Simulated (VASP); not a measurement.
These are PBE GGA, VASP's PBE PAW potentials (set 64) (plane waves; VASP) values and carry that method's errors.

VASP input:

### POSCAR
```
Br
1
    2.2400000000    -3.3350000000     0.0000000000
    2.2400000000     3.3350000000     0.0000000000
    0.0000000000     0.0000000000     8.7200000000
Br
4
Direct
  0.8642020000   0.8628450000   0.8909170000
  0.6400890000   0.6376310000   0.3847970000
  0.3631750000   0.3622570000   0.6116450000
  0.1325340000   0.1372670000   0.1126410000
```

### KPOINTS
```
Automatic
0
Gamma
 3 3 3
```

INCAR:
```
EDIFF  =  1E-6   # SCF stop (eV)
SIGMA  =  0.02   # width (eV)
NELM  =  100   # most electronic steps
LASPH  =  T
LCHARG  =  F
ALGO  =  Normal
LWAVE  =  F
ISIF  =  3
GGA  =  PE   # PBE
PREC  =  Accurate
SYSTEM  =  Br
ISMEAR  =  0   # Gaussian
LMAXMIX  =  4
EDIFFG  =  -0.01   # ionic stop
IBRION  =  2   # conjugate gradients
NSW  =  50
ENCUT  =  180   # plane-wave cut-off (eV)
LREAL  =  F   # projection in real space or not
```

POTCAR, in this order: Br (PBE.64 set). Program: vasp_std.

The run wrote:

**OUTCAR**
```
 ion  position               nearest neighbor table
   1  0.864  0.863  0.891-   4 2.28
   2  0.640  0.638  0.385-   3 2.33
   3  0.363  0.362  0.612-   2 2.33
   4  0.133  0.137  0.113-   1 2.28
  LATTYP: Found a base centered orthorhombic cell.
 ALAT       =     4.4800000000
 B/A-ratio  =     1.4888392857
 C/A-ratio  =     1.9464285714
 Subroutine PRICEL returns:
 Original cell was already a primitive cell.
 Subroutine GETGRP returns: Found  1 space group operations
The static configuration has the point symmetry C_1 .
The dynamic configuration has the point symmetry C_1 .
 Subroutine INISYM returns: Found  1 space group operations
 Subroutine IBZKPT returns following result:
 Found     14 irreducible k-points:

 Following reciprocal coordinates:
            Coordinates               Weight
  0.000000  0.000000  0.000000      1.000000
  0.333333 -0.000000  0.000000      2.000000
 -0.000000  0.333333  0.000000      2.000000
  0.333333  0.333333  0.000000      2.000000
 -0.333333  0.333333  0.000000      2.000000
  0.000000  0.000000  0.333333      2.000000
  0.333333 -0.000000  0.333333      2.000000
 -0.333333  0.000000  0.333333      2.000000
 -0.000000  0.333333 -0.333333      2.000000
  0.000000 -0.333333 -0.333333      2.000000
  0.333333  0.333333  0.333333      2.000000
 -0.333333 -0.333333  0.333333      2.000000
 -0.333333  0.333333  0.333333      2.000000
  0.333333 -0.333333  0.333333      2.000000
   k-points           NKPTS =     14   k-points in BZ     NKDIM =     14   number of bands    NBANDS=     18
   number of dos      NEDOS =    301   number of ions     NIONS =      4
   total plane-waves  NPLWV =  12960
   dimension x,y,z NGX =    18 NGY =   18 NGZ =   40
   dimension x,y,z NGXF=    36 NGYF=   36 NGZF=   80
   ions per type =               4
   PREC   = accura    normal or accurate (medium, high low for compatibility)
   ISTART =      0    job   : 0-new  1-cont  2-samecut
   ICHARG =      2    charge: 1-file 2-atom 10-const
   ISPIN  =      1    spin polarized calculation?
   LNONCOLLINEAR =      F non collinear calculations
   LSORBIT =      F    spin-orbit coupling
   INIWAV =      1    electr: 0-lowe 1-rand  2-diag
   ENCUT  =  180.0 eV  13.23 Ry    3.64 a.u.   4.39  4.39  9.54*2*pi/ulx,y,z
   NELM   =    100;   NELMIN=  2; NELMDL= -5     # of ELM steps
   EDIFF  = 0.1E-05   stopping-criterion for ELM
   LREAL  =      F    real-space projection
   NLSPLINE    = F    spline interpolate recip. space projectors
   LMAXMIX     =    4 max onsite mixed and CHGCAR
   VOSKOWN=      0    Vosko Wilk Nusair interpolation
   EDIFFG = -.1E-01   stopping-criterion for IOM
   NSW    =     50    number of steps for IOM
   NBLOCK =      1;   KBLOCK =     50    inner block; outer block
   IBRION =      2    ionic relax: 0-MD 1-quasi-New 2-CG
   NFREE  =      1    steps in history (QN), initial steepest desc. (CG)
   ISIF   =      3    stress and relaxation
   ISYM   =      2    0-nonsym 1-usesym 2-fastsym
   TEIN   =    0.0    initial temperature
   TEBEG  =    0.0;   TEEND  =   0.0 temperature during run
   SMASS  =  -3.00    Nose mass-parameter (am)
   PSTRESS=    0.0 pullay stress
   NELECT =      28.0000    total number of electrons
   EFERMI =   0.00;   METHOD = LEGACY
   ISMEAR =     0;   SIGMA  =   0.02  broadening in eV -4-tet -1-fermi 0-gaus
   IALGO  =     38    algorithm
   LDIAG  =      T    sub-space diagonalisation (order eigenvalues)
   IMIX   =      4    mixing-type and parameters
     AMIX     =   0.40;   BMIX     =  1.00
     AMIX_MAG =   1.60;   BMIX_MAG =  1.00
     AMIN     =   0.10
   GGA     = PE    functional components
...
```

File OSZICAR:
```
...
DAV:   3    -0.660745687732E+01    0.29633E-02   -0.44765E-03   570   0.372E-01    0.194E-01
DAV:   4    -0.660702246746E+01    0.43441E-03   -0.11390E-03   576   0.189E-01    0.127E-01
DAV:   5    -0.660700487400E+01    0.17593E-04   -0.82768E-05   566   0.612E-02    0.387E-02
DAV:   6    -0.660700438545E+01    0.48855E-06   -0.16847E-05   554   0.276E-02    0.108E-02
DAV:   7    -0.660700470006E+01   -0.31461E-06   -0.15409E-06   300   0.785E-03
   8 F= -.66070047E+01 E0= -.66070047E+01  d E =-.704069E-03
       N       E                     dE             d eps       ncg     rms          rms(c)
DAV:   1    -0.661019162801E+01   -0.31872E-02   -0.33574E-01   504   0.328E+00    0.443E-01
DAV:   2    -0.660954871609E+01    0.64291E-03   -0.14145E-02   568   0.709E-01    0.158E-01
DAV:   3    -0.660892976097E+01    0.61896E-03   -0.92620E-04   570   0.170E-01    0.875E-02
DAV:   4    -0.660883711011E+01    0.92651E-04   -0.25562E-04   568   0.901E-02    0.561E-02
DAV:   5    -0.660883699579E+01    0.11432E-06   -0.18683E-05   570   0.290E-02    0.186E-02
DAV:   6    -0.660883787947E+01   -0.88368E-06   -0.37961E-06   456   0.133E-02
   9 F= -.66088379E+01 E0= -.66088379E+01  d E =-.253725E-02
       N       E                     dE             d eps       ncg     rms          rms(c)
DAV:   1    -0.661605895641E+01   -0.72220E-02   -0.44245E-01   508   0.375E+00    0.388E-01
DAV:   2    -0.661298472943E+01    0.30742E-02   -0.17269E-02   544   0.764E-01    0.172E-01
DAV:   3    -0.661190449094E+01    0.10802E-02   -0.23059E-03   588   0.247E-01    0.117E-01
DAV:   4    -0.661183826680E+01    0.66224E-04   -0.13870E-04   580   0.653E-02    0.837E-02
DAV:   5    -0.661182647962E+01    0.11787E-04   -0.64323E-05   542   0.447E-02    0.788E-03
DAV:   6    -0.661182645057E+01    0.29055E-07   -0.19908E-06   330   0.933E-03
  10 F= -.66118265E+01 E0= -.66118265E+01  d E =-.298857E-02
       N       E                     dE             d eps       ncg     rms          rms(c)
DAV:   1    -0.663590810546E+01   -0.24082E-01   -0.23385E+00   504   0.865E+00    0.894E-01
DAV:   2    -0.661961524258E+01    0.16293E-01   -0.92342E-02   548   0.177E+00    0.395E-01
DAV:   3    -0.661397268634E+01    0.56426E-02   -0.12044E-02   586   0.567E-01    0.267E-01
DAV:   4    -0.661360455636E+01    0.36813E-03   -0.78154E-04   570   0.155E-01    0.190E-01
DAV:   5    -0.661353983826E+01    0.64718E-04   -0.31031E-04   542   0.991E-02    0.190E-02
DAV:   6    -0.661353953851E+01    0.29975E-06   -0.11516E-05   630   0.214E-02    0.876E-03
DAV:   7    -0.661353936748E+01    0.17103E-06   -0.11332E-06   316   0.704E-03
  11 F= -.66135394E+01 E0= -.66135394E+01  d E =-.470149E-02
       N       E                     dE             d eps       ncg     rms          rms(c)
DAV:   1    -0.661529566254E+01   -0.17561E-02   -0.15699E-01   504   0.223E+00    0.231E-01
DAV:   2    -0.661421817018E+01    0.10775E-02   -0.60476E-03   550   0.455E-01    0.103E-01
DAV:   3    -0.661382313894E+01    0.39503E-03   -0.85176E-04   582   0.150E-01    0.716E-02
DAV:   4    -0.661380018831E+01    0.22951E-04   -0.40991E-05   570   0.360E-02    0.520E-02
DAV:   5    -0.661379171610E+01    0.84722E-05   -0.26312E-05   538   0.283E-02    0.430E-03
DAV:   6    -0.661379167935E+01    0.36744E-07   -0.71235E-07   302   0.560E-03
  12 F= -.66137917E+01 E0= -.66137917E+01  d E =-.495380E-02
       N       E                     dE             d eps       ncg     rms          rms(c)
DAV:   1    -0.661369345707E+01    0.98259E-04   -0.67525E-01   512   0.469E+00    0.598E-01
DAV:   2    -0.661483272206E+01   -0.11393E-02   -0.29021E-02   576   0.996E-01    0.193E-01
DAV:   3    -0.661426478181E+01    0.56794E-03   -0.66355E-04   618   0.163E-01    0.118E-01
DAV:   4    -0.661407522074E+01    0.18956E-03   -0.48337E-04   546   0.132E-01    0.431E-02
DAV:   5    -0.661407405111E+01    0.11696E-05   -0.35783E-05   556   0.377E-02    0.278E-02
DAV:   6    -0.661407409910E+01   -0.47983E-07   -0.42486E-06   528   0.140E-02
  13 F= -.66140741E+01 E0= -.66140741E+01  d E =-.282420E-03
       N       E                     dE             d eps       ncg     rms          rms(c)
DAV:   1    -0.661455556645E+01   -0.48152E-03   -0.13633E-01   504   0.210E+00    0.265E-01
DAV:   2    -0.661477444915E+01   -0.21888E-03   -0.57886E-03   582   0.446E-01    0.852E-02
DAV:   3    -0.661466338550E+01    0.11106E-03   -0.13012E-04   606   0.724E-02    0.519E-02
DAV:   4    -0.661462724006E+01    0.36145E-04   -0.98280E-05   548   0.597E-02    0.185E-02
DAV:   5    -0.661462770090E+01   -0.46084E-06   -0.74511E-06   556   0.172E-02
  14 F= -.66146277E+01 E0= -.66146277E+01  d E =-.836022E-03
       N       E                     dE             d eps       ncg     rms          rms(c)
DAV:   1    -0.661681893968E+01   -0.21917E-02   -0.17351E-01   508   0.238E+00    0.283E-01
DAV:   2    -0.661573028646E+01    0.10887E-02   -0.63497E-03   540   0.479E-01    0.116E-01
DAV:   3    -0.661531503929E+01    0.41525E-03   -0.65470E-04   624   0.139E-01    0.682E-02
DAV:   4    -0.661525324152E+01    0.61798E-04   -0.15610E-04   556   0.702E-02    0.387E-02
DAV:   5    -0.661525232031E+01    0.92121E-06   -0.12631E-05   636   0.228E-02    0.769E-03
DAV:   6    -0.661525247433E+01   -0.15402E-06   -0.68881E-07   298   0.580E-03
  15 F= -.66152525E+01 E0= -.66152525E+01  d E =-.624773E-03
       N       E                     dE             d eps       ncg     rms          rms(c)
DAV:   1    -0.661545425795E+01   -0.20194E-03   -0.18458E-02   510   0.776E-01    0.909E-02
DAV:   2    -0.661534034380E+01    0.11391E-03   -0.67654E-04   542   0.156E-01    0.376E-02
DAV:   3    -0.661529711478E+01    0.43229E-04   -0.68381E-05   624   0.449E-02    0.223E-02
DAV:   4    -0.661529044437E+01    0.66704E-05   -0.17018E-05   556   0.232E-02    0.126E-02
DAV:   5    -0.661529012667E+01    0.31770E-06   -0.11730E-06   298   0.736E-03
  16 F= -.66152901E+01 E0= -.66152901E+01  d E =-.662426E-03
       N       E                     dE             d eps       ncg     rms          rms(c)
DAV:   1    -0.661543043266E+01   -0.13999E-03   -0.12128E-02   504   0.626E-01    0.790E-02
DAV:   2    -0.661539572125E+01    0.34711E-04   -0.40560E-04   616   0.124E-01    0.322E-02
DAV:   3    -0.661537519673E+01    0.20525E-04   -0.32408E-05   542   0.328E-02    0.154E-02
DAV:   4    -0.661537355148E+01    0.16453E-05   -0.78469E-06   540   0.166E-02    0.689E-03
DAV:   5    -0.661537390993E+01   -0.35846E-06   -0.47472E-07   282   0.452E-03
  17 F= -.66153739E+01 E0= -.66153739E+01  d E =-.837833E-04
       N       E                     dE             d eps       ncg     rms          rms(c)
DAV:   1    -0.661543318100E+01   -0.59630E-04   -0.80335E-03   508   0.510E-01    0.645E-02
DAV:   2    -0.661541013306E+01    0.23048E-04   -0.26755E-04   616   0.101E-01    0.263E-02
DAV:   3    -0.661539652327E+01    0.13610E-04   -0.21494E-05   542   0.267E-02    0.126E-02
DAV:   4    -0.661539545141E+01    0.10719E-05   -0.52200E-06   528   0.136E-02    0.565E-03
DAV:   5    -0.661539570955E+01   -0.25814E-06   -0.31666E-07   288   0.369E-03
  18 F= -.66153957E+01 E0= -.66153957E+01  d E =-.105583E-03
       N       E                     dE             d eps       ncg     rms          rms(c)
DAV:   1    -0.661546204820E+01   -0.66597E-04   -0.65779E-03   508   0.464E-01    0.678E-02
DAV:   2    -0.661544945055E+01    0.12598E-04   -0.24132E-04   572   0.961E-02    0.233E-02
DAV:   3    -0.661543795750E+01    0.11493E-04   -0.14594E-05   588   0.230E-02    0.105E-02
DAV:   4    -0.661543582640E+01    0.21311E-05   -0.61992E-06   532   0.153E-02    0.315E-03
DAV:   5    -0.661543593878E+01   -0.11238E-06   -0.43735E-07   282   0.414E-03
  19 F= -.66154359E+01 E0= -.66154359E+01  d E =-.402292E-04
```

### OUTCAR
```
------------------------ aborting loop because EDIFF is reached ----------------------------------------
  FORCE on cell =-STRESS in cart. coord.  units (eV):
  Direction    XX          YY          ZZ          XY          YZ          ZX
  --------------------------------------------------------------------------------------
  Total        0.0084806     -0.0041297      0.0008192      0.0001581      0.0000135     -0.0093039
  in kB        0.1186738     -0.0577889      0.0114629      0.0022125      0.0001885     -0.1301946
  external PRESSURE =       0.0241159 kB  Pullay stress =       0.0000000 kB
  volume of cell :      114.49
      direct lattice vectors                 reciprocal lattice vectors
     2.100820719 -3.254510042  0.000647212     0.238008721 -0.153628754  0.000037206
     2.100660576  3.254439985  0.000592072     0.238013845  0.153640466  0.000035987
    -0.001287472  0.000033244  8.373354857    -0.000035226  0.000001011  0.119426439
 POSITION                                       TOTAL-FORCE (eV/Angst)
 -----------------------------------------------------------------------------------
      3.53777      0.00108      7.37297        -0.004596     -0.000725      0.006049
      2.76281     -0.00096      3.18710         0.006665      0.000220     -0.000105
      1.44963     -0.00356      5.18845         0.002807      0.003308     -0.002455
      0.65018      0.00336      1.00067        -0.004876     -0.002803     -0.003490
 -----------------------------------------------------------------------------------
    total drift:                                0.000027      0.000008      0.000305
  FREE ENERGIE OF THE ION-ELECTRON SYSTEM (eV)
  ---------------------------------------------------
  free  energy   TOTEN  =        -6.6154359388 eV

  energy  without entropy=       -6.6154359388  energy(sigma->0) =       -6.61543594

 reached required accuracy - stopping structural energy minimisation
```
(Selected blocks of OUTCAR.)

**CONTCAR**
```
Br
   1.00000000000000
     2.1008207192902759   -3.2545100422791267    0.0006472117840104
     2.1006605764311073    3.2544399852917132    0.0005920721721792
    -0.0012874715821252    0.0000332442715059    8.3733548571084704
  Br
     4
Direct
     0.8421286072622188    0.8424703289158860    0.8804025922426442
     0.6578396725629357    0.6575548998501662    0.3805268289525338
     0.3457637320069584    0.3446709462537674    0.6195874505032827
     0.1542679881678874    0.1553038249801802    0.1194831283015463
```

### OUTCAR
```
 val. band max:        0.9687338411   @ k =   0.0000   0.0000   0.0000

 cond. band min:       2.4655702932   @ k =  -0.3333   0.3333   0.3333


 Fermi energy:         1.1200840493

 k-point     1 :       0.0000    0.0000    0.0000
  band No.  band energies     occupation
      1     -15.0518      2.00000
      2     -14.2921      2.00000
      3     -12.8926      2.00000
      4     -11.5309      2.00000
      5      -4.1109      2.00000
      6      -2.6255      2.00000
      7      -1.0628      2.00000
      8      -0.9331      2.00000
      9      -0.4707      2.00000
     10      -0.4212      2.00000
     11      -0.1815      2.00000
     12       0.3895      2.00000
     13       0.8042      2.00000
     14       0.9687      2.00000
     15       2.5749      0.00000
     16       3.3155      0.00000
     17       7.4088      0.00000
     18       7.7042      0.00000

 k-point     2 :       0.3333   -0.0000    0.0000
  band No.  band energies     occupation
      1     -14.6429      2.00000
      2     -14.2253      2.00000
      3     -12.5749      2.00000
      4     -11.9205      2.00000
      5      -4.2529      2.00000
      6      -3.7305      2.00000
      7      -1.9062      2.00000
      8      -1.7856      2.00000
      9      -0.9773      2.00000
     10      -0.7398      2.00000
     11      -0.0072      2.00000
     12       0.0767      2.00000
     13       0.5007      2.00000
     14       0.5741      2.00000
     15       3.1210      0.00000
     16       3.3281      0.00000
     17       8.2676      0.00000
     18       8.2764      0.00000

 k-point     3 :      -0.0000    0.3333    0.0000
  band No.  band energies     occupation
      1     -14.6425      2.00000
      2     -14.2249      2.00000
      3     -12.5752      2.00000
      4     -11.9211      2.00000
      5      -4.2535      2.00000
      6      -3.7311      2.00000
      7      -1.9060      2.00000
      8      -1.7865      2.00000
      9      -0.9768      2.00000
...
```

At this cut-off the stress carries a Pulay error, which pulls relaxed volumes low.  Energy and stress use the plane-wave basis of the starting cell.

The structure is a typed Br crystal. In the starting cell atoms are displaced from their ideal sites. This run relaxes it. The k-mesh is coarse (spacing up to 0.59 per Å, 2π included), so the numbers may not be converged in it. The run is one of a series of settings (EDIFFG = -0.01, ENCUT = 180, IBRION = 2, ISIF = 3, NSW = 50, KPOINTS 3×3×3 Γ-centred mesh against the base run), some of them coarse on purpose.
